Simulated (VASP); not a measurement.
# Be2CdS3 (Cmc2_1) in VASP: single point with r2SCAN

Aim: the single point of Be2CdS3 with r2SCAN.

Everything below comes from runs of VASP 6.6.1. Logs are shortened: lines on timing, memory, paths and dates and some standing lists are left out, and cuts for length are marked.

## Step 1: The crystal as given

The structure is orthorhombic, space group Cmc2_1 (No. 36). The conventional cell has a = 11.047 Å, b = 6.387 Å, c = 5.976 Å, α = 90.00°, β = 90.00°, γ = 90.00°. Be (site symmetry 1) has 4 S at 2.12 to 2.14 Å as nearest neighbours. Around Cd (site symmetry m) lie 4 S at 2.55 to 2.57 Å. S (site symmetry 1) has 3 Be at 2.12 to 2.14 Å as nearest neighbours. S (site symmetry m) has 2 Be at 2.13 Å as nearest neighbours.

The cell was built by a generator and needn't be a form met in nature.

## Step 2: Single point, r2SCAN

Contents of INCAR:

```
SYSTEM = Be2CdS3
PREC = Accurate
ENCUT = 520
EDIFF = 1E-6
ISMEAR = 0
SIGMA = 0.03
LREAL = .FALSE.
LASPH = .TRUE.
NELM = 150
ALGO = Normal
ISIF = 2
LWAVE = .FALSE.
LCHARG = .FALSE.
METAGGA = R2SCAN
LMIXTAU = .TRUE.
NBANDS = 46
KPAR = 4
```

Contents of KPOINTS:

```
regular mesh
0
G
  6 6 4
  0 0 0
```

Contents of POSCAR:

```
Be2CdS3
1.0
    5.5236600000     -3.1932600000      0.0000000000
    5.5236600000      3.1932600000      0.0000000000
    0.0000000000      0.0000000000      5.9756000000
Be Cd S
4 2 6
Direct
    0.4850280000      0.1684930000      0.0043390000
    0.8315070000      0.5149720000      0.0043390000
    0.5149720000      0.8315070000      0.5043390000
    0.1684930000      0.4850280000      0.5043390000
    0.1783380000      0.8216620000      0.9994580000
    0.8216620000      0.1783380000      0.4994580000
    0.5489620000      0.8367180000      0.8610820000
    0.1632820000      0.4510380000      0.8610820000
    0.7827390000      0.2172610000      0.9248950000
    0.4510380000      0.1632820000      0.3610820000
    0.8367180000      0.5489620000      0.3610820000
    0.2172610000      0.7827390000      0.4248950000
```

Potentials or basis: VASP PAW PBE potentials, release 64 (Be, Cd, S).

The run is started by

```sh
cat potpaw_PBE.64/Be/POTCAR potpaw_PBE.64/Cd/POTCAR potpaw_PBE.64/S/POTCAR > POTCAR
mpirun -np 4 vasp_std > vasp.out
```

OUTCAR:

```text
SYSTEM = Be2CdS3
   PREC = Accurate
   ENCUT = 520
   EDIFF = 1E-6
   ISMEAR = 0
   LREAL = .FALSE.
   LASPH = .TRUE.
   NELM = 150
   ISIF = 2
   METAGGA = R2SCAN

 ion  position               nearest neighbor table
   1  0.485  0.168  0.004-   8 2.12   7 2.13   9 2.13  10 2.14
   2  0.832  0.515  0.004-   7 2.12   8 2.13   9 2.13  11 2.14
   3  0.515  0.832  0.504-  11 2.12  10 2.13  12 2.13   7 2.14
   4  0.168  0.485  0.504-  10 2.12  11 2.13  12 2.13   8 2.14
   5  0.178  0.822  0.999-   7 2.55   8 2.55  12 2.55   9 2.57   6 3.76   6 3.76
   6  0.822  0.178  0.499-  10 2.55  11 2.55   9 2.55  12 2.57   5 3.76   5 3.76
   7  0.549  0.837  0.861-   2 2.12   1 2.13   3 2.14   5 2.55
   8  0.163  0.451  0.861-   1 2.12   2 2.13   4 2.14   5 2.55
   9  0.783  0.217  0.925-   1 2.13   2 2.13   6 2.55   5 2.57
  10  0.451  0.163  0.361-   4 2.12   3 2.13   1 2.14   6 2.55
  11  0.837  0.549  0.361-   3 2.12   4 2.13   2 2.14   6 2.55
  12  0.217  0.783  0.425-   3 2.13   4 2.13   5 2.55   6 2.57

  LATTYP: Found a base centered orthorhombic cell.
 ALAT       =     6.3865200000
 B/A-ratio  =     1.7297871141
 C/A-ratio  =     0.9356582301

  Lattice vectors:

 A1 = (  -5.5236600000,  -3.1932600000,   0.0000000000)
 A2 = (   5.5236600000,  -3.1932600000,   0.0000000000)
 A3 = (   0.0000000000,   0.0000000000,   5.9756000000)

Analysis of symmetry for initial positions (statically):
=====================================================================
 Subroutine PRICEL returns:
 Original cell was already a primitive cell.

 Routine SETGRP: Setting up the symmetry group for a
 base centered orthorhombic supercell.

 Subroutine GETGRP returns: Found  4 space group operations
 (whereof  2 operations were pure point group operations)
 out of a pool of  8 trial point group operations.

The static configuration has the point symmetry C_1h.
 The point group associated with its full space group is C_2v.

Analysis of symmetry for dynamics (positions and initial velocities):
=====================================================================
 Subroutine PRICEL returns:
 Original cell was already a primitive cell.

 Routine SETGRP: Setting up the symmetry group for a
 base centered orthorhombic supercell.

 Subroutine GETGRP returns: Found  4 space group operations
 (whereof  2 operations were pure point group operations)
 out of a pool of  8 trial point group operations.

The dynamic configuration has the point symmetry C_1h.
 The point group associated with its full space group is C_2v.

 Subroutine INISYM returns: Found  4 space group operations
 (whereof  2 operations are pure point group operations),
 and found     1 'primitive' translations

----------------------------------------------------------------------------------------

                                     Primitive cell

  volume of cell :     210.8010

  direct lattice vectors                    reciprocal lattice vectors
     5.523660000 -3.193260000  0.000000000     0.090519692 -0.156579796  0.000000000
     5.523660000  3.193260000  0.000000000     0.090519692  0.156579796  0.000000000
     0.000000000  0.000000000  5.975600000     0.000000000  0.000000000  0.167347212

  length of vectors
     6.380260906  6.380260906  5.975600000     0.180861956  0.180861956  0.167347212

  position of ions in fractional coordinates (direct lattice)
     0.485028000  0.168493000  0.004339000
     0.831507000  0.514972000  0.004339000
     0.514972000  0.831507000  0.504339000
     0.168493000  0.485028000  0.504339000
     0.178338000  0.821662000  0.999458000
     0.821662000  0.178338000  0.499458000
     0.548962000  0.836718000  0.861082000
     0.163282000  0.451038000  0.861082000
     0.782739000  0.217261000  0.924895000
     0.451038000  0.163282000  0.361082000
     0.836718000  0.548962000  0.361082000
     0.217261000  0.782739000  0.424895000

  ion indices of the primitive-cell ions
   primitive index   ion index
                 1           1
                 2           2
                 3           3
                 4           4
                 5           5
                 6           6
                 7           7
                 8           8
                 9           9
                10          10
                11          11
                12          12

----------------------------------------------------------------------------------------

 KPOINTS: regular mesh

Automatic generation of k-mesh.
 Grid dimensions read from file:
 generate k-points for:    6    6    4

 Generating k-lattice:

  Cartesian coordinates                     Fractional coordinates (reciprocal lattice)
     0.015086615 -0.026096633  0.000000000     0.166666667 -0.000000000  0.000000000
     0.015086615  0.026096633  0.000000000    -0.000000000  0.166666667  0.000000000
     0.000000000  0.000000000  0.041836803     0.000000000  0.000000000  0.250000000

  Length of vectors
     0.030143659  0.030143659  0.041836803

  Shift w.r.t. Gamma in fractional coordinates (k-lattice)
     0.000000000  0.000000000  0.000000000

 Subroutine IBZKPT returns following result:
 ===========================================

 Found     39 irreducible k-points:

 Following reciprocal coordinates:
            Coordinates               Weight
  0.000000  0.000000  0.000000      1.000000
  0.166667 -0.000000  0.000000      4.000000
  0.333333  0.000000  0.000000      4.000000
  0.500000  0.000000  0.000000      2.000000
  0.166667  0.166667  0.000000      2.000000
  0.333333  0.166667  0.000000      4.000000
[... 16 lines left out ...]
  0.333333  0.333333  0.250000      4.000000
  0.500000  0.333333  0.250000      8.000000
 [... further k-points ...]
   k-points           NKPTS =     39   k-points in BZ     NKDIM =     39   number of bands    NBANDS=     46
   number of dos      NEDOS =    301   number of ions     NIONS =     12
   total plane-waves  NPLWV = 110592
   dimension x,y,z NGX =    48 NGY =   48 NGZ =   48
   dimension x,y,z NGXF=    96 NGYF=   96 NGZF=   96
   ions per type =               4   2   6
   NGX,Y,Z   is equivalent  to a cutoff of  12.51, 12.51, 13.35 a.u.
   NGXF,Y,Z  is equivalent  to a cutoff of  25.01, 25.01, 26.71 a.u.
 SYSTEM =  Be2CdS3
   PREC   = accura    normal or accurate (medium, high low for compatibility)
   ISTART =      0    job   : 0-new  1-cont  2-samecut
   ICHARG =      2    charge: 1-file 2-atom 10-const
   ISPIN  =      1    spin polarized calculation?
   LNONCOLLINEAR =      F non collinear calculations
   LSORBIT =      F    spin-orbit coupling
   LASPH  =      T    aspherical Exc in radial PAW
   ENCUT  =  520.0 eV  38.22 Ry    6.18 a.u.  11.86 11.86 11.11*2*pi/ulx,y,z
   NELM   =    150;   NELMIN=  2; NELMDL= -5     # of ELM steps
   EDIFF  = 0.1E-05   stopping-criterion for ELM
   LREAL  =      F    real-space projection
   EDIFFG = 0.1E-04   stopping-criterion for IOM
   NSW    =      0    number of steps for IOM
   IBRION =     -1    ionic relax: 0-MD 1-quasi-New 2-CG
   NFREE  =      0    steps in history (QN), initial steepest desc. (CG)
   ISIF   =      2    stress and relaxation
   ISYM   =      2    0-nonsym 1-usesym 2-fastsym
   POTIM  = 0.5000    time-step for ionic-motion
   TEBEG  =    0.0;   TEEND  =   0.0 temperature during run
   PSTRESS=    0.0 pullay stress
   NELECT =      68.0000    total number of electrons
   NUPDOWN=      -1.0000    fix difference up-down
   EMIN   =  10.00;   EMAX   =-10.00  energy-range for DOS
   EFERMI =   0.00;   METHOD = LEGACY
   ISMEAR =     0;   SIGMA  =   0.03  broadening in eV -4-tet -1-fermi 0-gaus
   EFERMI_NEDOS =   21; number of points for ismear=-14 and -15
   IALGO  =     38    algorithm
   IMIX   =      4    mixing-type and parameters
     AMIX     =   0.40;   BMIX     =  1.00
     AMIX_MAG =   1.60;   BMIX_MAG =  1.00
  volume/ion in A,a.u.               =      17.57       118.55
  Fermi-wavevector in a.u.,A,eV,Ry     =   1.122760  2.121709 17.151365  1.260590
  Thomas-Fermi vector in A             =   2.259422
   LORBIT       =      0    0 simple, 1 ext, 2 COOP (PROOUT), +10 PAW based schemes
   METAGGA = R2SCAN    functional components
   LHFCALC =     F    Hartree Fock is set to
   AEXX    =    0.0000 exact exchange contribution
   IVDW    =     0    specifies the selected vdW correction
   LEPSILON=     F    determine dielectric tensor
   LRPA    =     F    only Hartree local field effects (RPA)
 non-spin polarized calculation
 Gauss-broadening in eV      SIGMA  =   0.03
  energy-cutoff  :      520.00
  volume of cell :      210.80
 maximum number of plane-waves:      5710
   NGX = 23   NGY = 23   NGZ = 23

 number of electron      68.0000007 magnetization

 Free energy of the ion-electron system (eV)
  ---------------------------------------------------
  ext. energy  EPLUGINS =         0.00000000
  ---------------------------------------------------
  free energy    TOTEN  =      -118.18805315 eV

  energy without entropy =     -118.18805315  energy(sigma->0) =     -118.18805315

 E-fermi :   2.8074     XC(G=0): -10.0951

 val. band max:        2.6491273598   @ k =   0.0000   0.0000   0.0000
 cond. band min:       6.2156663911   @ k =   0.0000   0.0000   0.0000
 fundamental gap:      3.5665390313
 Fermi energy:         2.8073605107

 k-point     1 :       0.0000    0.0000    0.0000
  band No.  band energies     occupation
      1     -10.9797      2.00000
      2      -9.8278      2.00000
      3      -9.4654      2.00000
      4      -9.4495      2.00000
      5      -9.4259      2.00000
      6      -9.4253      2.00000
[... 38 lines left out ...]
     45      10.7736      0.00000
     46      11.0752      0.00000

 k-point     2 :       0.1667   -0.0000    0.0000
  band No.  band energies     occupation
      1     -10.9080      2.00000
      2      -9.8185      2.00000
      3      -9.6728      2.00000
      4      -9.4804      2.00000
      5      -9.3933      2.00000
      6      -9.3300      2.00000
[... 38 lines left out ...]
     45      10.6058      0.00000
     46      10.6760      0.00000

 k-point     3 :       0.3333    0.0000    0.0000
  band No.  band energies     occupation
      1     -10.7061      2.00000
      2     -10.0428      2.00000
      3      -9.7058      2.00000
      4      -9.5001      2.00000
      5      -9.3853      2.00000
      6      -9.3233      2.00000
[... 38 lines left out ...]
     45       9.9363      0.00000
     46      10.1232      0.00000

 k-point     4 :       0.5000    0.0000    0.0000
  band No.  band energies     occupation
      1     -10.4701      2.00000
      2     -10.3167      2.00000
      3      -9.6904      2.00000
      4      -9.4458      2.00000
      5      -9.4157      2.00000
      6      -9.3557      2.00000
[... 920 lines left out ...]
     45       9.8115      0.00000
     46      10.1955      0.00000

 k-point    23 :       0.3333    0.3333    0.2500
  band No.  band energies     occupation
      1     -10.5967      2.00000
      2      -9.8869      2.00000
      3      -9.8214      2.00000
      4      -9.6484      2.00000
      5      -9.3757      2.00000
      6      -9.3662      2.00000
[... 38 lines left out ...]
     45       9.7898      0.00000
     46      10.3536      0.00000

 k-point    24 :       0.5000    0.3333    0.2500
  band No.  band energies     occupation
      1     -10.4539      2.00000
      2      -9.9746      2.00000
      3      -9.8403      2.00000
      4      -9.6829      2.00000
      5      -9.4015      2.00000
      6      -9.3797      2.00000
[... 38 lines left out ...]
     45       9.7661      0.00000
     46      10.0855      0.00000

 [... further k-points ...]

------------------------ aborting loop because EDIFF is reached ----------------------------------------

  FORCE on cell =-STRESS in cart. coord.  units (eV):
  Direction    XX          YY          ZZ          XY          YZ          ZX
  --------------------------------------------------------------------------------------
  -------------------------------------------------------------------------------------
  Total       -0.9498105     -1.0523789     -1.0800577      0.0000000      0.0000000      0.0000000
  in kB       -7.2189626     -7.9985260     -8.2088968      0.0000000      0.0000000      0.0000000
  external PRESSURE =      -7.8087952 kB  Pullay stress =       0.0000000 kB

 VOLUME and BASIS-vectors are now :
 -----------------------------------------------------------------------------
  energy-cutoff  :      520.00
  volume of cell :      210.80
      direct lattice vectors                 reciprocal lattice vectors
     5.523660000 -3.193260000  0.000000000     0.090519692 -0.156579796  0.000000000
     5.523660000  3.193260000  0.000000000     0.090519692  0.156579796  0.000000000
     0.000000000  0.000000000  5.975600000     0.000000000  0.000000000  0.167347212

 POSITION                                       TOTAL-FORCE (eV/Angst)
 -----------------------------------------------------------------------------------
      3.60983     -1.01078      0.02593        -0.004092      0.001090      0.002442
      7.43749     -1.01078      0.02593         0.004092      0.001090      0.002442
      7.43749      1.01078      3.01373         0.004092     -0.001090      0.002442
      3.60983      1.01078      3.01373        -0.004092     -0.001090      0.002442
      5.52366      2.05430      5.97236         0.000000     -0.000743     -0.014472
      5.52366     -2.05430      2.98456         0.000000      0.000743     -0.014472
      7.65403      0.91888      5.14548        -0.059258      0.029121      0.029817
      3.39329      0.91888      5.14548         0.059258      0.029121      0.029817
      5.52366     -1.80572      5.52680         0.000000     -0.083190     -0.050046
      3.39329     -0.91888      2.15768         0.059258     -0.029121      0.029817
      7.65403     -0.91888      2.15768        -0.059258     -0.029121      0.029817
      5.52366      1.80572      2.53900         0.000000      0.083190     -0.050046
 -----------------------------------------------------------------------------------
    total drift:                                0.000000     -0.000000      0.001095

  FREE ENERGIE OF THE ION-ELECTRON SYSTEM (eV)
  ---------------------------------------------------
  free  energy   TOTEN  =      -118.1880531537 eV

  energy  without entropy=     -118.1880531537  energy(sigma->0) =     -118.18805315
```

It took 5.6 min on 4 MPI ranks of Intel Xeon Platinum 8488C (Sapphire Rapids), shared host; peak memory 0.55 GiB.

Results:

- Free energy: -118.1881 eV
- Pressure: -0.8 GPa
- Largest force: 0.097 eV/Å
- Band gap on the k mesh: 3.57 eV, direct

Forces in eV/Å, atoms in the order of the input:
```
Be  -0.004  0.001  0.002
Be   0.004  0.001  0.002
Be   0.004 -0.001  0.002
Be  -0.004 -0.001  0.002
Cd   0.000 -0.001 -0.014
Cd   0.000  0.001 -0.014
S   -0.059  0.029  0.030
S    0.059  0.029  0.030
S    0.000 -0.083 -0.050
S    0.059 -0.029  0.030
S   -0.059 -0.029  0.030
S    0.000  0.083 -0.050
```

Levels at points of the mesh, in eV from the valence-band top:
```csv
k point,band 30,band 31,band 32,band 33,band 34,band 35,band 36,band 37,band 38,band 39
"(0.00, 0.00, 0.00)",-0.87,-0.80,-0.12,-0.01,0.00,3.57,4.00,4.72,4.81,6.25
"(0.50, 0.00, 0.00)",-1.13,-0.95,-0.88,-0.71,-0.42,3.88,4.40,5.63,5.68,5.92
"(0.50, 0.50, 0.00)",-1.28,-1.02,-0.78,-0.58,-0.34,3.77,4.35,5.48,5.68,5.89
"(0.00, 0.00, 0.50)",-0.66,-0.47,-0.47,-0.35,-0.35,4.46,4.46,5.44,5.44,6.04
"(0.50, 0.00, 0.50)",-1.57,-0.98,-0.98,-0.59,-0.59,4.31,4.31,5.46,5.46,5.56
"(0.50, 0.50, 0.50)",-1.68,-0.94,-0.94,-0.77,-0.77,4.48,4.48,5.51,5.51,5.67
```

Caveat: the PAW data sets were made with another functional, which shifts forces and pressure a little.
